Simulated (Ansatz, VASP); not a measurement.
**Two plane-wave programs on Be2TeS2**

```
CELL_PARAMETERS angstrom
3.29305 0.00000 0.00000
0.00000 3.29305 0.00000
0.00000 0.00000 9.85892
ATOMIC_POSITIONS crystal
Be 0.00000 0.00000 0.00000
Be 0.50000 0.50000 0.00000
Te 0.00000 0.00000 0.50000
S 0.50000 0.00000 0.87118
S 0.00000 0.50000 0.12882
```

Alike in both runs: functional PBE; dispersion D3(BJ); k mesh 12 × 12 × 4; occupations gaussian, width 0.1 eV; no spin polarisation.

Ansatz relaxed the structure, and its values are those at the end. VASP's run is a single point on that final structure, the one shown.

|  | VASP | Ansatz |
| --- | --- | --- |
| version | VASP 6.6.1 | Ansatz 0.2.0 |
| potentials or method | VASP PAW PBE potentials, release 64 (Be, Te, S) | scalar-relativistic, plane waves, PAW |
| plane-wave cutoff (eV) | 520 | 420 |
| valence electrons in the cell | 22 | 32 |

```tsv
	VASP	Ansatz	Ansatz less VASP
gap on the k mesh at the Fermi level (eV)	none	none	-
pressure (GPa)	-0.1	0.0	+0.06
rms of the force components (eV/Å)	0.003	0.003	+0.0008
```

A gap of «none» marks a metal or a gap that the smearing closes. The two sets of potentials don't hold the same shells in valence.

Spin-orbit coupling is left out, which matters for the levels of Te.
